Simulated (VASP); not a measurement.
Input:

```yaml
crystal:
  lattice:
    - [0.00000, 2.67810, 2.67810]
    - [2.67810, 0.00000, 2.67810]
    - [2.67810, 2.67810, 0.00000]
  atoms:
    - { symbol: Ag, position: [0.00000, 0.00000, 0.00000] }
    - { symbol: Cl, position: [0.50000, 0.50000, 0.50000] }
```

Level of theory: LDA (Ceperley-Alder, Perdew-Zunger), VASP's LDA PAW potentials (set 64) (plane waves; VASP). Numerical set-up: 500 eV cut-off, 9×9×9 Γ-centred mesh, Gaussian smearing of 0.050 eV, potentials Ag Cl.

Q: Predict the energy per atom (σ→0).

A: 
The energy per atom (σ→0) comes out as -3.397 eV/atom.

Only differences to runs with the same potentials and settings are physical.

The compound is AgCl in the rock salt structure. It was relaxed first, which changed the volume by -10 %.
